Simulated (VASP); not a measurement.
Data:

```xyz
3
Lattice="0.0000 2.9821 2.9821 2.9821 0.0000 2.9821 2.9821 2.9821 0.0000" Properties=species:S:1:pos:R:3 pbc="T T T"
Ba     0.0000     0.0000     0.0000
F      1.4911     1.4911     1.4911
F      4.4732     4.4732     4.4732
```

These are LDA (Ceperley-Alder, Perdew-Zunger), VASP's LDA PAW potentials (set 64) (plane waves; VASP) values and carry that method's errors. Settings: 620 eV cut-off, 7×7×7 Γ-centred mesh, Gaussian smearing of 0.050 eV, potentials Ba_sv F.

Q: Predict the energy per atom (σ→0), pressure.

A: 
The energy per atom (σ→0) is -6.191 eV/atom. The pressure is 5.05 GPa.

Only differences to runs with the same potentials and settings are physical.

The compound is BaF2 in the fluorite structure. It was relaxed first under an external pressure of 5 GPa.
